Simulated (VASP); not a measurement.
All values below come from LDA (Ceperley-Alder, Perdew-Zunger), VASP's LDA PAW potentials (set 64) (plane waves; VASP).

The input files of a VASP run:

INCAR:
```
! general
SYSTEM  = Ge
PREC    = Accurate
ENCUT   = 500   ! plane-wave cut-off (eV)
LREAL   = .FALSE.
LASPH   = .TRUE.

! electronic loop
EDIFF   = 1E-6
NELM    = 100   ! most electronic steps
ALGO    = Normal
LMAXMIX = 4   ! l cut-off of mixed one-centre charges

! smearing
ISMEAR  = 0   ! Gaussian
SIGMA   = 0.05   ! width (eV)

! ions
IBRION  = 2   ! conjugate gradients
NSW     = 40
ISIF    = 3   ! ions, shape and volume
EDIFFG  = -0.02   ! ionic stop

! output
LWAVE   = .FALSE.
LCHARG  = .FALSE.
```

**POSCAR**
```
Ge
1
   -0.0000000000     2.8072395303     2.8072395303
    2.8072395303     0.0000000000     2.8072395303
    2.8072395303     2.8072395303    -0.0000000000
Ge
2
Direct
  0.0000000000   0.0000000000   0.0000000000
  0.2500000000   0.2500000000   0.2500000000
```

### KPOINTS
```
Automatic mesh
0
Gamma
8 8 8
0 0 0
```

POTCAR, in this order: Ge_d (LDA.64 set). Program: vasp_std.

Output of the run:

**OSZICAR**
```
       N       E                     dE             d eps       ncg     rms          rms(c)
DAV:   1     0.161050714898E+03    0.16105E+03   -0.15123E+04  1064   0.409E+03
DAV:   2     0.994328324877E+01   -0.15111E+03   -0.14846E+03  1044   0.536E+02
DAV:   3    -0.996683627089E+01   -0.19910E+02   -0.19802E+02  1138   0.145E+02
DAV:   4    -0.105558844584E+02   -0.58905E+00   -0.58777E+00  1172   0.290E+01
DAV:   5    -0.105661895784E+02   -0.10305E-01   -0.10305E-01  1180   0.399E+00    0.340E+00
DAV:   6    -0.104422027173E+02    0.12399E+00   -0.46405E-02  1096   0.188E+00    0.196E+00
DAV:   7    -0.103791294909E+02    0.63073E-01   -0.10108E-01  1096   0.238E+00    0.143E-01
DAV:   8    -0.103797796921E+02   -0.65020E-03   -0.53049E-03  1152   0.926E-01    0.486E-02
DAV:   9    -0.103798003070E+02   -0.20615E-04   -0.12148E-04  1278   0.134E-01    0.167E-02
DAV:  10    -0.103797964895E+02    0.38174E-05   -0.13571E-05  1352   0.565E-02    0.493E-03
DAV:  11    -0.103797961452E+02    0.34438E-06   -0.14724E-06   786   0.927E-03
   1 F= -.10379796E+02 E0= -.10379733E+02  d E =-.103798E+02
       N       E                     dE             d eps       ncg     rms          rms(c)
DAV:   1    -0.103950799158E+02   -0.15283E-01   -0.21391E-01  1380   0.968E+00    0.720E-01
DAV:   2    -0.103837583502E+02    0.11322E-01   -0.15766E-02  1346   0.258E+00    0.356E-01
DAV:   3    -0.103801637867E+02    0.35946E-02   -0.60666E-03  1368   0.143E+00    0.862E-02
DAV:   4    -0.103799065491E+02    0.25724E-03   -0.72423E-04  1336   0.561E-01    0.183E-02
DAV:   5    -0.103799006599E+02    0.58893E-05   -0.63331E-05  1246   0.159E-01    0.141E-02
DAV:   6    -0.103799000228E+02    0.63708E-06   -0.48138E-06  1084   0.460E-02
   2 F= -.10379900E+02 E0= -.10379807E+02  d E =-.103878E-03
       N       E                     dE             d eps       ncg     rms          rms(c)
DAV:   1    -0.103825096043E+02   -0.26089E-02   -0.35186E-02  1380   0.388E+00    0.295E-01
DAV:   2    -0.103806091000E+02    0.19005E-02   -0.26697E-03  1346   0.107E+00    0.146E-01
DAV:   3    -0.103800093454E+02    0.59975E-03   -0.98614E-04  1368   0.577E-01    0.360E-02
DAV:   4    -0.103799659999E+02    0.43346E-04   -0.11688E-04  1336   0.225E-01    0.760E-03
DAV:   5    -0.103799649423E+02    0.10576E-05   -0.94927E-06  1066   0.612E-02    0.557E-03
DAV:   6    -0.103799648626E+02    0.79642E-07   -0.59554E-07   542   0.168E-02
   3 F= -.10379965E+02 E0= -.10379879E+02  d E =-.168717E-03
```

File OUTCAR:
```
------------------------ aborting loop because EDIFF is reached ----------------------------------------
  FORCE on cell =-STRESS in cart. coord.  units (eV):
  Direction    XX          YY          ZZ          XY          YZ          ZX
  --------------------------------------------------------------------------------------
  Total        0.0066355      0.0066355      0.0066355     -0.0000000      0.0000000      0.0000000
  in kB        0.2392942      0.2392942      0.2392942     -0.0000000      0.0000000      0.0000000
  external PRESSURE =       0.2392942 kB  Pullay stress =       0.0000000 kB
  volume of cell :       44.43
      direct lattice vectors                 reciprocal lattice vectors
     0.000000000  2.811080912  2.811080912    -0.177867523  0.177867523  0.177867523
     2.811080912  0.000000000  2.811080912     0.177867523 -0.177867523  0.177867523
     2.811080912  2.811080912 -0.000000000     0.177867523  0.177867523 -0.177867523
 POSITION                                       TOTAL-FORCE (eV/Angst)
 -----------------------------------------------------------------------------------
      0.00000      0.00000      0.00000         0.000000      0.000000      0.000000
      1.40554      1.40554      1.40554        -0.000000     -0.000000     -0.000000
 -----------------------------------------------------------------------------------
    total drift:                                0.000000      0.000000      0.000000
  FREE ENERGIE OF THE ION-ELECTRON SYSTEM (eV)
  ---------------------------------------------------
  free  energy   TOTEN  =       -10.3799648626 eV

  energy  without entropy=      -10.3797925879  energy(sigma->0) =      -10.37987873

 reached required accuracy - stopping structural energy minimisation
```
(Selected blocks of OUTCAR.)

**CONTCAR**
```
Ge
   1.00000000000000
     0.0000000000000000    2.8110809123381530    2.8110809123381530
     2.8110809123381530    0.0000000000000000    2.8110809123381530
     2.8110809123381530    2.8110809123381530   -0.0000000000000000
  Ge
     2
Direct
     0.0000000000000000    0.0000000000000000    0.0000000000000000
     0.2500000000000000    0.2500000000000000    0.2500000000000000
```

The compound is Ge in the diamond structure. This run relaxes it. Symmetry was kept, so distortions that lower it aren't found.
